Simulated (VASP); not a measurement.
Here is the system:

```yaml
crystal:
  lattice:
    - [2.92230, 0.00000, 0.00000]
    - [-1.46115, 2.53079, 0.00000]
    - [0.00000, 0.00000, 4.70166]
  atoms:
    - { symbol: Ag, position: [0.33333, 0.66667, 0.25000] }
    - { symbol: Ag, position: [0.66667, 0.33333, 0.75000] }
```

Level of theory: PBEsol GGA, VASP's PBE PAW potentials (set 64) (plane waves; VASP). Settings: 300 eV cut-off, 10×10×6 Γ-centred mesh, Gaussian smearing of 0.050 eV, potentials Ag.

Problem. Give the energies of bands 1 to 14 at the high-symmetry points, in eV from the Fermi level.

Solution. 
| band | Γ | M | K | A | L | H |
|---|---|---|---|---|---|---|
| 1 | -7.67 | -6.15 | -5.80 | -6.24 | -6.11 | -5.47 |
| 2 | -6.23 | -5.83 | -5.27 | -6.24 | -6.11 | -5.47 |
| 3 | -4.60 | -5.81 | -5.27 | -4.64 | -5.44 | -5.05 |
| 4 | -4.57 | -4.72 | -4.88 | -4.64 | -5.44 | -5.05 |
| 5 | -4.57 | -4.31 | -4.64 | -4.64 | -3.88 | -4.50 |
| 6 | -4.32 | -4.12 | -4.64 | -4.64 | -3.88 | -4.50 |
| 7 | -4.32 | -3.74 | -3.87 | -4.41 | -3.06 | -3.94 |
| 8 | -4.05 | -2.92 | -3.12 | -4.41 | -3.06 | -3.94 |
| 9 | -4.05 | -2.80 | -3.12 | -3.31 | -2.82 | -2.97 |
| 10 | -3.00 | -2.77 | -2.98 | -3.31 | -2.82 | -2.97 |
| 11 | -3.00 | 0.06 | 2.96 | -3.31 | 0.73 | 3.96 |
| 12 | -0.28 | 1.44 | 2.96 | -3.31 | 0.73 | 3.96 |
| 13 | 3.69 | 6.87 | 3.02 | 11.31 | 4.44 | 5.49 |
| 14 | 15.47 | 7.12 | 9.15 | 11.31 | 4.44 | 5.49 |

It has no gap at this level: it comes out as a metal or semimetal.

The structure comes from a computed database's Ag entry (P6_3/mmc); how it stands against other phases isn't given here. The cell was not relaxed at this level.
